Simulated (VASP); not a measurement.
Level of theory: LDA (Ceperley-Alder, Perdew-Zunger), VASP's LDA PAW potentials (set 64) (plane waves; VASP).

VASP ran on this input.

### INCAR
```
ALGO = Normal
EDIFF = 1E-6
ENCUT = 300
ISIF = 2
ISMEAR = -1
LASPH = .True.
LCHARG = .False.
LMAXMIX = 6
LREAL = .False.
LWAVE = .False.
NELM = 100
PREC = Accurate
SIGMA = 0.1
SYSTEM = GePt3
```

### POSCAR
```
GePt3
1
    0.0000000000     3.2584880000     3.2584880000
    3.2584880000     0.0000000000     3.2584880000
    3.2584880000     3.2584880000     0.0000000000
Ge Pt
1 3
Direct
  0.0000000000   0.0000000000   0.0000000000
  0.5000000000   0.5000000000   0.5000000000
  0.2500000000   0.2500000000   0.2500000000
  0.7500000000   0.7500000000   0.7500000000
```

File KPOINTS:
```
Automatic mesh
0
G
 6 6 6
```

POTCAR, in this order: Ge_d Pt (LDA.64 set). Program: vasp_std.

**Question.** What will the output report for the number of irreducible k-points (NKPTS), largest plane-wave count, number of space-group operations, FFT grid (NGX, NGY, NGZ)?

**Answer.** 
```
Item                                          Result
--------------------------------------  ------------
number of irreducible k-points (NKPTS)            16
largest plane-wave count                         869
number of space-group operations                  48
FFT grid (NGX, NGY, NGZ)                28 × 28 × 28
```

The structure was generated: GePt3 was put into an ordered model structure, which need not be its known phase. The cell was not relaxed at this level. The run is one of a series of settings (GGA removed, POTCAR Ge_d Pt (LDA.64 set) against the base run), some of them coarse on purpose.
